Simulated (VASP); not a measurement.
Consider the following.

```
ZrSi
1.0
    1.85631    -4.90840     0.00000
    1.85631     4.90840     0.00000
    0.00000     0.00000     3.71619
Zr Si
2 2
Direct
  0.64494   0.35506   0.25000
  0.35506   0.64494   0.75000
  0.92128   0.07872   0.25000
  0.07872   0.92128   0.75000
```

Computed with LDA (Ceperley-Alder, Perdew-Zunger), VASP's LDA PAW potentials (set 64) (plane waves; VASP). Run with 400 eV cut-off, 10×10×9 Γ-centred mesh, tetrahedra with Blöchl corrections, potentials Zr_sv Si.

Q: What does the run give for the energy per atom (σ→0), band gap (on the k-mesh) with the smallest direct gap where there is one?

A: 
The band gap (on the k-mesh) is none (metal, semimetal or under 0.01 eV). The energy per atom (σ→0) is -835.0 kJ/mol of atoms.

The structure comes from a computed database's ZrSi entry (Cmcm); how it stands against other phases isn't given here. It was relaxed first.
